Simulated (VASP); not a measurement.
Wanted: the native input for a VASP 6.6.1 run.

* Task: density of states
* Functional: PBE
* Potentials or basis: VASP PAW PBE potentials, release 64 (Al, Si, Ru_pv)
* Cutoff: 520 eV
* k mesh: 5 × 4 × 3, shifted
* Occupations: fermi-dirac, width 0.1 eV
* Spin: no spin polarisation
* Dipole correction: no
* k mesh for the DOS: 8 × 6 × 5
* Occupations for the DOS: tetrahedron
* Further INCAR settings: ALGO = Fast; EDIFF = 1e-07

The system is Al3Si2Ru2.

```
Al Si Ru
1.0
     0.02564    3.70357    0.04073
     4.66499   -1.81947   -0.08063
     1.24602   -0.05728   -5.95965
Al Si Ru
3 2 2
Cartesian
  0.1871 -0.0239 -0.0869
  3.8620 -0.0326 -5.1882
  2.2341 2.0089 -0.6169
  1.2377 0.0010 -2.0807
  4.6820 1.6518 -3.7811
  2.0575 1.5536 -3.8271
  3.8041 0.1236 -2.0518
```

The cell was built by a generator and needn't be a form met in nature.

One way to write it, as run:

POSCAR

```
Al3Si2Ru2
1.0
    0.0256400000      3.7035680000      0.0407340000
    4.6649870000     -1.8194660000     -0.0806270000
    1.2460170000     -0.0572780000     -5.9596520000
Al Si Ru
3 2 2
Direct
    0.0115690000      0.0362530000      0.0141780000
    0.2970310000      0.5953290000      0.8645310000
    0.7637540000      0.4472900000      0.1026890000
    0.0901520000      0.1720170000      0.3474130000
    0.8639150000      0.8308700000      0.6291140000
    0.5603010000      0.2663850000      0.6423950000
    0.3939020000      0.7232270000      0.3371970000
```

INCAR.step1

```
SYSTEM = Al3Si2Ru2
PREC = Accurate
ENCUT = 520
EDIFF = 1E-7
ISMEAR = -1
SIGMA = 0.1
LREAL = .FALSE.
LASPH = .TRUE.
NELM = 100
ALGO = Fast
ISIF = 2
LWAVE = .FALSE.
LCHARG = .TRUE.
LMAXMIX = 4
GGA = PE
NBANDS = 32
```

KPOINTS.step1

```
Automatic mesh
0
Gamma
  5 4 3
  0.5 0.5 0
```

INCAR.step2

```
SYSTEM = Al3Si2Ru2
PREC = Accurate
ENCUT = 520
EDIFF = 1E-7
ISMEAR = -5
SIGMA = 0.1
LREAL = .FALSE.
LASPH = .TRUE.
NELM = 100
ALGO = Fast
ISIF = 2
LWAVE = .FALSE.
LCHARG = .FALSE.
LMAXMIX = 4
GGA = PE
LORBIT = 11
NEDOS = 1001
ICHARG = 11
```

KPOINTS.step2

```
Automatic mesh
0
G
  8 6 5
  0 0 0
```

Potentials or basis: VASP PAW PBE potentials, release 64 (Al, Si, Ru_pv).

Launch:

```bash
$ cat potpaw_PBE.64/Al/POTCAR potpaw_PBE.64/Si/POTCAR potpaw_PBE.64/Ru_pv/POTCAR > POTCAR
$ cp INCAR.step1 INCAR
$ cp KPOINTS.step1 KPOINTS
$ mpirun -np 1 vasp_std > vasp.out
$ cp INCAR.step2 INCAR
$ cp KPOINTS.step2 KPOINTS
$ mpirun -np 1 vasp_std > vasp.out
```

It gave:

* Valence electrons inside the program's atomic spheres: Al 0.79, 0.85, 0.84; Si 1.73, 1.70; Ru 12.56, 12.59

Caveat: the k mesh is coarse (spacing up to 0.36 Å⁻¹), so the values aren't converged.

Wall time 4.3 min on 1 thread of Intel(R) Xeon(R) Platinum 8488C (Sapphire Rapids), with other jobs on the host, peak memory 0.43 GiB.
